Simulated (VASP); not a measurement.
Calculation: PBE GGA with D3 dispersion (Becke-Johnson damping), VASP's PBE PAW potentials (set 64) (plane waves; VASP 6.6.1).

The input files of a VASP run:

KPOINTS:
```
Automatic mesh
0
Gamma
  10 10 10
0 0 0
```

**INCAR**
```
SYSTEM=NiSi2
PREC=Accurate; ENCUT=520; LREAL=.FALSE.
LASPH=.TRUE.
EDIFF=1E-7; NELM=100; ALGO=Normal
LMAXMIX=4
ISMEAR=1; SIGMA=0.1
GGA=PE; IVDW=12
ISIF=2
LWAVE=.FALSE.; LCHARG=.FALSE.
```

**POSCAR**
```
NiSi2
2.6385650
  0.0000000000   0.9999999576   0.9999999576
  0.9999999576   0.0000000000   0.9999999576
  0.9999999576   0.9999999576   0.0000000000
Si Ni
2 1
Cartesian
  0.4999999788   0.4999999788   0.4999999788
  1.4999999364   1.4999999364   1.4999999364
  0.0000000000   0.0000000000   0.0000000000
```

POTCAR, in this order: Si Ni (PBE.64 set). Program: vasp_std.

Output

**OUTCAR**
```
 ion  position               nearest neighbor table
   1  0.250  0.250  0.250-   3 2.29   3 2.29   3 2.29   3 2.29   2 2.64   2 2.64   2 2.64   2 2.64
                             2 2.64   2 2.64
   2  0.750  0.750  0.750-   3 2.29   3 2.29   3 2.29   3 2.29   1 2.64   1 2.64   1 2.64   1 2.64
                             1 2.64   1 2.64
   3  0.000  0.000  0.000-   1 2.29   2 2.29   2 2.29   2 2.29   2 2.29   1 2.29   1 2.29   1 2.29
  LATTYP: Found a face centered cubic cell.
 ALAT       =     5.2771297762
 Subroutine PRICEL returns:
 Original cell was already a primitive cell.
 Subroutine GETGRP returns: Found 48 space group operations
The static configuration has the point symmetry O_h .
The dynamic configuration has the point symmetry O_h .
 Subroutine INISYM returns: Found 48 space group operations
 Subroutine IBZKPT returns following result:
 Found     47 irreducible k-points:

 Following reciprocal coordinates:
            Coordinates               Weight
  0.000000  0.000000  0.000000      1.000000
  0.100000  0.000000  0.000000      8.000000
  0.200000  0.000000  0.000000      8.000000
  0.300000  0.000000  0.000000      8.000000
  0.400000  0.000000  0.000000      8.000000
  0.500000  0.000000  0.000000      4.000000
...
```

File OSZICAR:
```
       N       E                     dE             d eps       ncg     rms          rms(c)
DAV:   1     0.737472929335E+02    0.73747E+02   -0.81552E+03  1230   0.144E+03
DAV:   2    -0.147277598872E+02   -0.88475E+02   -0.83366E+02  1267   0.260E+02
DAV:   3    -0.192382210365E+02   -0.45105E+01   -0.44101E+01  1573   0.638E+01
DAV:   4    -0.193220991427E+02   -0.83878E-01   -0.83610E-01  1537   0.832E+00
DAV:   5    -0.193242019363E+02   -0.21028E-02   -0.21025E-02  1557   0.140E+00    0.172E+01
DAV:   6    -0.232601528656E+02   -0.39360E+01   -0.52368E+01  1355   0.182E+02    0.237E+01
DAV:   7    -0.172566219023E+02    0.60035E+01   -0.15537E+01  1483   0.115E+02    0.389E+00
DAV:   8    -0.172539678582E+02    0.26540E-02   -0.20574E+00  1846   0.237E+01    0.293E+00
DAV:   9    -0.171932467602E+02    0.60721E-01   -0.31225E-01  1463   0.128E+01    0.620E-01
DAV:  10    -0.171914511616E+02    0.17956E-02   -0.16364E-02  1603   0.300E+00    0.237E-01
DAV:  11    -0.171915515415E+02   -0.10038E-03   -0.12916E-03  1783   0.500E-01    0.560E-02
DAV:  12    -0.171915874176E+02   -0.35876E-04   -0.77787E-05  1775   0.116E-01    0.263E-02
DAV:  13    -0.171915835039E+02    0.39136E-05   -0.23087E-05  1646   0.118E-01    0.843E-03
DAV:  14    -0.171915836671E+02   -0.16319E-06   -0.22953E-06  1472   0.152E-02    0.475E-03
DAV:  15    -0.171915836271E+02    0.40051E-07   -0.33061E-07  1414   0.130E-02
   1 F= -.18629264E+02 E0= -.18628448E+02  d E =-.244953E-02
```

**OUTCAR**
```
------------------------ aborting loop because EDIFF is reached ----------------------------------------
 Edisp (eV)   -1.43768
  FORCE on cell =-STRESS in cart. coord.  units (eV):
  Direction    XX          YY          ZZ          XY          YZ          ZX
  --------------------------------------------------------------------------------------
  Total       2.45185     2.45185     2.45185     0.00000     0.00000     0.00000
  in kB     106.92309   106.92309   106.92309     0.00000     0.00000     0.00000
  external pressure =      106.92 kB  Pullay stress =        0.00 kB
  volume of cell :       36.74
      direct lattice vectors                 reciprocal lattice vectors
     0.000000000  2.638564888  2.638564888    -0.189496951  0.189496951  0.189496951
     2.638564888  0.000000000  2.638564888     0.189496951 -0.189496951  0.189496951
     2.638564888  2.638564888  0.000000000     0.189496951  0.189496951 -0.189496951
 POSITION                                       TOTAL-FORCE (eV/Angst)
 -----------------------------------------------------------------------------------
      1.31928      1.31928      1.31928        -0.000000     -0.000000     -0.000000
      3.95785      3.95785      3.95785         0.000000      0.000000      0.000000
      0.00000      0.00000      0.00000        -0.000000     -0.000000     -0.000000
 -----------------------------------------------------------------------------------
    total drift:                               -0.000000     -0.000000      0.000000
  FREE ENERGIE OF THE ION-ELECTRON SYSTEM (eV)
  ---------------------------------------------------
  free  energy   TOTEN  =       -18.6292643308 eV

  energy  without entropy=      -18.6268148025  energy(sigma->0) =      -18.62844782
```
(Selected blocks of OUTCAR.)

File OUTCAR:
```
 val. band max:       11.6854796749   @ k =  -0.4000   0.5000   0.1000

 cond. band min:      11.6904721389   @ k =   0.3000   0.2000   0.0000


 Fermi energy:        11.6867966536

 k-point     1 :       0.0000    0.0000    0.0000
  band No.  band energies     occupation
      1      -3.0015      2.00000
      2       5.8644      2.00000
      3       5.8644      2.00000
      4       5.8644      2.00000
      5       7.6301      2.00000
      6       7.6301      2.00000
      7      11.8552     -0.03848
      8      13.3612     -0.00000
      9      13.3612     -0.00000
     10      13.3612     -0.00000
     11      13.7075      0.00000
     12      13.7075      0.00000
     13      13.7075      0.00000

 k-point     2 :       0.1000    0.0000    0.0000
  band No.  band energies     occupation
      1      -2.8449      2.00000
      2       5.5900      2.00000
      3       5.9142      2.00000
      4       5.9142      2.00000
      5       7.6007      2.00000
      6       7.6007      2.00000
      7      11.1317      2.00000
      8      12.4638     -0.00000
      9      12.5918     -0.00000
     10      12.5918     -0.00000
     11      14.5071      0.00000
     12      14.5071      0.00000
     13      15.4720      0.00000

 k-point     3 :       0.2000    0.0000    0.0000
  band No.  band energies     occupation
      1      -2.3791      2.00000
      2       4.8057      2.00000
      3       6.0426      2.00000
      4       6.0426      2.00000
      5       7.5510      2.00000
      6       7.5510      2.00000
      7       9.5038      2.00000
      8      11.7401      0.22486
      9      11.7401      0.22485
     10      12.8090     -0.00000
     11      14.4085      0.00000
     12      14.4085      0.00000
     13      15.5511      0.00000

 k-point     4 :       0.3000    0.0000    0.0000
  band No.  band energies     occupation
      1      -1.6176      2.00000
      2       3.6038      2.00000
      3       6.1849      2.00000
...
```

The compound is NiSi2 in the fluorite structure. This cell is one point of a volume scan, at 0.94 of the reference volume. The run is not spin-polarised, so no magnetic state was tried.
